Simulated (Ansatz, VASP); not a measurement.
Two plane-wave programs on B2Pd3

```
CELL_PARAMETERS angstrom
3.94365 0.00000 0.00000
0.00000 3.94365 0.00000
0.00000 0.00000 3.94365
ATOMIC_POSITIONS crystal
B 0.00000 0.00000 0.00000
B 0.50000 0.50000 0.50000
Pd 0.00000 0.50000 0.50000
Pd 0.50000 0.00000 0.50000
Pd 0.50000 0.50000 0.00000
```

Alike in both runs: task relaxation of cell and atoms; functional PBE; k mesh 4 × 4 × 4; occupations gaussian, width 0.1 eV; no spin polarisation.

|  | VASP | Ansatz |
| --- | --- | --- |
| version | VASP 6.6.1 | Ansatz 0.2.0 |
| potentials or method | VASP PAW PBE potentials, release 64 (B, Pd) | scalar-relativistic, plane waves, PAW |
| plane-wave cutoff (eV) | 600 | 420 |
| valence electrons in the cell | 36 | 60 |

```csv
,VASP,Ansatz,Ansatz less VASP
"gap on the k mesh at the Fermi level, each at its own relaxed structure (eV)",none,none,-
relaxed volume (Å³/atom),13.67,13.60,-0.071
relaxed cell length with the largest relative difference (Å),4.089,4.082,-0.0071
energy change over the relaxation (meV/atom),-80,-79,+1.3
```

A gap of «none» marks a metal or a gap that the smearing closes. The two sets of potentials don't hold the same shells in valence.

Caveats: the k mesh is coarse (spacing up to 0.40 Å⁻¹), so the values aren't converged.
